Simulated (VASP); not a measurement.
# Mesh, vacuum, cutoff and functional for V(111), part 2 of 2

Wanted: the error that each setting leaves in the work function or ionisation potential of V(111).

VASP 6.6.1, plane waves and PAW; the level of theory is named at each step.

So far, highest filled level below the vacuum (eV): step 2 (the base run) 3.74; step 11 (a lower cutoff, ENCUT 210) 3.74; step 12 (a lower cutoff, ENCUT 280) 3.74; step 13 (another smearing width, SIGMA 0.02) 3.76; step 14 (another smearing width, SIGMA 0.4) 3.68.

## (16) Another level, functional LDA, disp none (continued)

Force by atom:

```
atom  x (eV/Å)  y (eV/Å)  z (eV/Å)  size
  V1      0.00      0.00      1.84  1.84
  V2      0.00      0.00      1.12  1.12
  V3      0.00      0.00     -0.33  0.33
  V4      0.00      0.00     -0.43  0.43
  V5      0.00      0.00     -0.23  0.23
  V6      0.00      0.00      0.00  0.00
  V7      0.00      0.00      0.23  0.23
  V8      0.00      0.00      0.43  0.43
  V9      0.00      0.00      0.33  0.33
 V10      0.00      0.00     -1.12  1.12
 V11      0.00      0.00     -1.84  1.84
```

Against the base run its depth below the vacuum changes by +0.17 eV.

## (17) Another level, functional PBEsol, disp none

This step: PBEsol, spin-polarised from a ferromagnetic start; plane waves and PAW (V) (VASP 6.6.1).

INCAR

```
SYSTEM = V
PREC = Normal
ENCUT = 350
EDIFF = 1E-06
NELM = 120
ISMEAR = 1
SIGMA = 0.1
LREAL = .FALSE.
ALGO = Normal
GGA = PS
NBANDS = 44
ISPIN = 2
MAGMOM = 2 2 2 2 2 2 2 2 2 2 2
LMAXMIX = 4
LORBIT = 11
LWAVE = .FALSE.
LCHARG = .FALSE.
KPAR = 4
IDIPOL = 3
LDIPOL = .TRUE.
DIPOL = 0.5 0.5 0.5
LVHAR = .TRUE.
LVACPOTAV = .TRUE.
```

POSCAR

```
V
1.0
    4.2709249584      0.0000000000      0.0000000000
    2.1354624792      3.6987295116      0.0000000000
    0.0000000000      0.0000000000     26.7179890648
V
11
Direct
    0.6666666667      0.6666666667      0.3368516986
    0.0000000000      0.0000000000      0.3694813589
    0.3333333333      0.3333333333      0.4021110192
    0.6666666667      0.6666666667      0.4347406794
    0.0000000000      0.0000000000      0.4673703397
    0.3333333333      0.3333333333      0.5000000000
    0.6666666667      0.6666666667      0.5326296603
    0.0000000000      0.0000000000      0.5652593206
    0.3333333333      0.3333333333      0.5978889808
    0.6666666667      0.6666666667      0.6305186411
    0.0000000000      0.0000000000      0.6631483014
```

KPOINTS

```
Automatic mesh
0
Gamma
9 9 1
0 0 0
```

Potentials, in the order of the species: V (PBE family, release 64).

Started as:

```
$ mpirun -np 4 vasp_std
```

Elapsed: 3.3 min, on 4 MPI ranks of AMD EPYC 7R13 (Zen 3), shared host; peak memory 1.5 GiB.

The PAW data sets were made with PBE, which is usual practice but a small mismatch for other functionals.

Against the base run its depth below the vacuum changes by +0.06 eV.

## (18) Another level, functional RPBE, disp none

This step: RPBE, spin-polarised from a ferromagnetic start; plane waves and PAW (V) (VASP 6.6.1).

Changes to INCAR since step 17:

```diff
@@ -9,3 +9,3 @@
 ALGO = Normal
-GGA = PS
+GGA = RP
 NBANDS = 44
```

POSCAR is that of step 17.

KPOINTS is that of step 17.

Started as:

```
$ mpirun -np 4 vasp_std
```

Wall time 3.3 min (4 MPI ranks); peak memory 1.5 GiB.

Spin moment in the PAW sphere by atom:

| atom | spin moment in the PAW sphere (μB) |
| --- | --- |
| V1 | 2.27 |
| V2 | 0.12 |
| V3 | -0.81 |
| V4 | 0.27 |
| V5 | 0.08 |
| V6 | -0.12 |
| V7 | 0.08 |
| V8 | 0.27 |
| V9 | -0.81 |
| V10 | 0.12 |
| V11 | 2.27 |

Against the base run its depth below the vacuum changes by -0.12 eV.

## (19) Another level, functional optB88-vdW, disp nonlocal

This step: optB88-vdW, spin-polarised from a ferromagnetic start; plane waves and PAW (V) (VASP 6.6.1).

Changes to INCAR since step 18:

```diff
@@ -9,3 +9,8 @@
 ALGO = Normal
-GGA = RP
+GGA = BO
+AGGAC = 0
+LUSE_VDW = .TRUE.
+PARAM1 = 0.1833333333
+PARAM2 = 0.22
+LASPH = .TRUE.
 NBANDS = 44
```

POSCAR is that of step 18.

KPOINTS is that of step 18.

Started as:

```
$ mpirun -np 4 vasp_std
```

Elapsed: 7.2 min, on 4 MPI ranks; peak memory 2.6 GiB; 29 min of CPU time.

Against the base run its depth below the vacuum changes by +0.25 eV.

## (20) Another level, functional r2SCAN, disp none

This step: r2SCAN, spin-polarised from a ferromagnetic start; plane waves and PAW (V) (VASP 6.6.1).

Changes to INCAR since step 19:

```diff
@@ -9,7 +9,3 @@
 ALGO = Normal
-GGA = BO
-AGGAC = 0
-LUSE_VDW = .TRUE.
-PARAM1 = 0.1833333333
-PARAM2 = 0.22
+METAGGA = R2SCAN
 LASPH = .TRUE.
```

POSCAR is that of step 19.

KPOINTS is that of step 19.

Started as:

```
$ mpirun -np 4 vasp_std
```

The job ended after 17 min (4 MPI ranks; peak memory 1.5 GiB).

The electronic loop did not meet EDIFF within NELM cycles, so this run is left out of the comparison.

## (21) All runs together

This step: slab, study of settings, base PBE; plane waves and PAW (VASP 6.6.1).

No new run; the numbers come from the runs before.

Numbers from this step:

- highest filled level below the vacuum: 3.743 eV

Energies of other functionals are not comparable and are left out. All runs:

| change from the base run | level below the vacuum (eV) | shift (eV) | energy change (meV/atom) | core seconds |
| --- | --- | --- | --- | --- |
| base | 3.743 | 0 | 0 | 712.4 |
| mesh 3 x 3 | 3.754 | 0.011 | -6 | 232 |
| mesh 6 x 6 | 3.749 | 0.006 | -0.3 | 488 |
| mesh 12 x 12 | 3.744 | 0.002 | -0.2 | 1616 |
| vacuum 5 A | - | - | -11.3 | 244 |
| vacuum 8 A | - | - | -0.3 | 324 |
| vacuum 24 A | 3.744 | 0.001 | 0 | 1004 |
| cutoff 210 eV | 3.737 | -0.006 | -4.7 | 360 |
| cutoff 280 eV | 3.744 | 0.001 | -1.2 | 544 |
| smearing 0.02 eV | 3.756 | 0.013 | 0.1 | 772.4 |
| smearing 0.4 eV | 3.684 | -0.059 | 1 | 704.4 |
| LDA | 3.909 | 0.166 | - | 604 |
| PBEsol | 3.805 | 0.062 | - | 784.4 |
| RPBE | 3.623 | -0.12 | - | 800.4 |
| optB88-vdW | 3.995 | 0.253 | - | 1724 |

## (22) What came out

* highest filled level below the vacuum: 3.74 eV

In words: The base run puts the highest filled level 3.74 eV below the vacuum at the upper face. The meshes tried shift it by about 0.01 eV or less. The vacuum widths shift it by about 0.01 eV or less. The lower cutoffs shift it by about 0.01 eV or less. Among the smearing widths the largest shift is -0.06 eV (smearing 0.4 eV, at 0.99 times the cost). With vacuum 5 A and vacuum 8 A the program printed no vacuum level, so no level is given there, and the line on vacuum widths holds for the others alone. The functionals span 0.37 eV, from RPBE to optB88-vdW. The program warns that it found no field-free region at its default tolerance, also in runs whose level could not be checked against a flat part of the potential; that adds doubt to those levels. The thickness of the slab was not varied, and the small cell can't reconstruct. Costs come from a shared host, and the base run also writes a finer density of states, so small ratios mean little. All runs hold the atoms as cut and share one family of PAW data sets, so relaxation and each functional's own lattice are left out. LASPH is on in the runs with optB88-vdW and r2SCAN and off in those with LDA, PBE, PBEsol and RPBE, so these rows differ in more than the functional.

[Lines on the potential files, build, host, timing and source positions are cut from VASP's logs without a mark.]

[Logs are printed without paths, hosts, clocks, repeated set-up lines and the standing remarks that a program may print on its own settings, such as how far it seeks lower states.]

[Hosts, paths, dates, database ids (printed as entryN), source tags and the programs' standing remarks are cut or masked in the printed files.]

[In band tables of VASP the shares of atoms and orbitals are scaled to a sum of 1 inside the atoms' spheres.]

[Runs that stopped without an error message from VASP are left out.]
